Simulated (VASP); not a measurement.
Input:

```
Ag16Si
1.0
    5.86541     0.00000     0.00000
    0.00000     5.86541     0.00000
    0.00000     0.00000    20.41794
Ag Si
16 1
Direct
  0.25000   0.25000   0.34958
  0.75000   0.25000   0.34953
  0.25000   0.75000   0.34953
  0.75000   0.75000   0.34942
  0.00123   0.00123   0.44949
  0.49877   0.00123   0.44949
  0.00123   0.49877   0.44949
  0.49877   0.49877   0.44949
  0.25000   0.25000   0.55365
  0.75000   0.25000   0.55151
  0.25000   0.75000   0.55151
  0.75000   0.75000   0.55053
  0.98884   0.98884   0.65349
  0.51116   0.98884   0.65349
  0.98884   0.51116   0.65349
  0.51116   0.51116   0.65349
  0.25000   0.25000   0.71144
```

Method: PBE GGA, VASP's PBE PAW potentials (set 64) (plane waves; VASP). Run with PREC = Normal, 400 eV cut-off, 5×5×1 Γ-centred mesh, first-order Methfessel-Paxton smearing of 0.10 eV, potentials Ag Si.

Estimate the energy per atom (σ→0), band gap (on the k-mesh) with the smallest direct gap where there is one.

The band gap (on the k-mesh) is none (metal, semimetal or under 0.01 eV). The energy per atom (σ→0) is -2.626 eV/atom.

Total energies compare only between runs with the same potentials, cut-off and functional.

The cell is a thin slab with vacuum, built from Ag (fcc): (100) face, Si adsorbed.
